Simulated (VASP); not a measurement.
Given:

```yaml
crystal:
  lattice:
    - [3.15472, 0.00000, 0.00000]
    - [0.00000, 3.15472, 0.00000]
    - [0.00000, 0.00000, 3.15472]
  atoms:
    - { symbol: Zn, position: [0.50000, 0.50000, 0.50000] }
    - { symbol: Au, position: [0.00000, 0.00000, 0.00000] }
```

All values below come from RPBE GGA, VASP's PBE PAW potentials (set 64) (plane waves; VASP). Run with 520 eV cut-off, 11×11×11 Γ-centred mesh, first-order Methfessel-Paxton smearing of 0.10 eV, potentials Zn Au.

Unless said otherwise, spin-orbit coupling is left out, though it shifts the bands of the heavy elements here.

Question: Estimate the energy per atom (σ→0), pressure, band gap (on the k-mesh) with the smallest direct gap where there is one.

Answer: 
- band gap (on the k-mesh): none (metal, semimetal or under 0.01 eV)
- energy per atom (σ→0): -1.874 eV/atom
- pressure: 7.70 GPa

Only differences to runs with the same potentials and settings are physical.

The compound is AuZn in the CsCl type structure. This cell is one point of a volume scan, at 0.94 of the reference volume. The electron count is odd and the run is not spin-polarised, which forces a metal.
